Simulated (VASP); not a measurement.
A run of VASP 6.6.1 is set up as follows.

Contents of POSCAR:

```
Si3Sn
1.0
    4.0376389110      0.0000000000      0.0000000000
    0.0000000000      4.0376389110      0.0000000000
    0.0000000000      0.0000000000      5.7486205295
Si Sn
3 1
Direct
    0.5000000000      0.0000000000      0.7746010627
    0.5000000000      0.5000000000      0.0000000000
    0.0000000000      0.5000000000      0.2253989373
    0.0000000000      0.0000000000      0.5000000000
```

INCAR.step1

```
  ALGO = Normal
  EDIFF = 1E-5
  ENCUT = 520
  GGA = PE
  ISIF = 2
  ISMEAR = 0
  LASPH = T
  LCHARG = F
  LREAL = F
  LWAVE = T
  NBANDS = 21
  NELM = 100
  PREC = Accurate
  SIGMA = 0.01
```

The input INCAR.step2:

```
  ALGO = Normal
  EDIFF = 1E-7
  ENCUT = 520
  GGA = PE
  HFSCREEN = 0.2079
  ISIF = 2
  ISMEAR = 0
  ISTART = 1
  LASPH = T
  LCHARG = F
  LHFCALC = T
  LREAL = F
  LWAVE = F
  NBANDS = 21
  NELM = 100
  PREC = Accurate
  PRECFOCK = Normal
  SIGMA = 0.01
```

KPOINTS

```
k-points
0
Gamma
  4 4 2
```

Potentials or basis: VASP PAW PBE potentials, release 64 (Si, Sn_d).

The run is started by

```console
$ cat potpaw_PBE.64/Si/POTCAR potpaw_PBE.64/Sn_d/POTCAR > POTCAR
$ cp INCAR.step1 INCAR
$ mpirun -np 1 vasp_std > vasp.out
$ cp INCAR.step2 INCAR
$ mpirun -np 1 vasp_std > vasp.out
```

(1) Predict the band gap on the k mesh.

(2) Estimate the largest force.

(3) Estimate the pressure.

Answers

(1) 0.78 eV, indirect (least direct gap 1.05 eV).

(2) 0.014 eV/Å.

(3) -0.4 GPa.

Caveat: the k mesh is coarse (spacing up to 0.55 Å⁻¹), so the values aren't converged, least of all with exact exchange; the PAW data sets were made with another functional, which shifts forces and pressure a little; spin-orbit coupling is left out, which moves the levels of the heavy elements.
